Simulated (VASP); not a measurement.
Si:

```xyz
2
Lattice="0.0000 2.7227 2.7227 2.7227 0.0000 2.7227 2.7227 2.7227 0.0000" Properties=species:S:1:pos:R:3 pbc="T T T"
Si    2.7227    2.7227    2.7227
Si    4.0841    4.0841    4.0841
```

Base run:

```yaml
Program: VASP 6.6.1
Functional: r2SCAN0
Potentials_or_basis: VASP PAW PBE potentials, release 64 (Si)
Cutoff: 520 eV
k_mesh: 5 × 5 × 5
Occupations: fermi-dirac, width 0.1 eV
Spin: no spin polarisation
```

Its results: band gap on the k mesh 1.94 eV, indirect (least direct gap 4.08 eV); pressure -1.4 GPa.

**Question.** The run is repeated on the same cell with these changes: functional from r2SCAN0 to r2SCAN50. What comes out?

**Answer.** Band gap on the k mesh 3.15 eV, indirect (least direct gap 5.48 eV); pressure -2.7 GPa.

Caveats: the PAW data sets were made with another functional, which shifts forces and pressure a little; an odd mesh through Γ misses points on the zone boundary, where band edges often lie.

Not every run made on this cell is shown here.
